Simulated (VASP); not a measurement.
Method: optB86b-vdW, VASP's PBE PAW potentials (set 64) (plane waves; VASP).

A VASP calculation is set up with these files.

**INCAR**
```
SYSTEM = Ni3Fe
PREC = Accurate
ENCUT = 520
EDIFF = 1E-7
NELM = 100
ALGO = Normal
LREAL = .FALSE.
LASPH = .TRUE.
ISMEAR = -5
GGA = MK
PARAM1 = 0.1234
PARAM2 = 1.0
LUSE_VDW = .TRUE.
AGGAC = 0.0
LMAXMIX = 4
ISPIN = 2
MAGMOM = 2.8 0.6 0.6 0.6
LORBIT = 11
LWAVE = .FALSE.
LCHARG = .TRUE.
NEDOS = 601
ISIF = 2
LEFG = .TRUE.
```

POSCAR:
```
Ni3Fe
1.0
  3.5122080685   0.0000000000   0.0000000000
  0.0000000000   3.5122080685   0.0000000000
  0.0000000000   0.0000000000   3.5122080685
Fe Ni
1 3
Direct
  0.0000000000   0.0000000000   0.0000000000
  0.0000000000   0.5000000000   0.5000000000
  0.5000000000   0.0000000000   0.5000000000
  0.5000000000   0.5000000000   0.0000000000
```

KPOINTS:
```
Automatic mesh
0
Gamma
10 10 10
0 0 0
```

POTCAR, in this order: Fe Ni (PBE.64 set). Program: vasp_std.

Task: What will the output report for the number of irreducible k-points (NKPTS), largest plane-wave count, number of space-group operations, FFT grid (NGX, NGY, NGZ)?

Result: 
| Quantity | Value |
|---|---|
| number of irreducible k-points (NKPTS) | 56 |
| largest plane-wave count | 1189 |
| number of space-group operations | 48 |
| FFT grid (NGX, NGY, NGZ) | 28 × 28 × 28 |

The compound is Ni3Fe in the L1_2 structure. It was relaxed first.
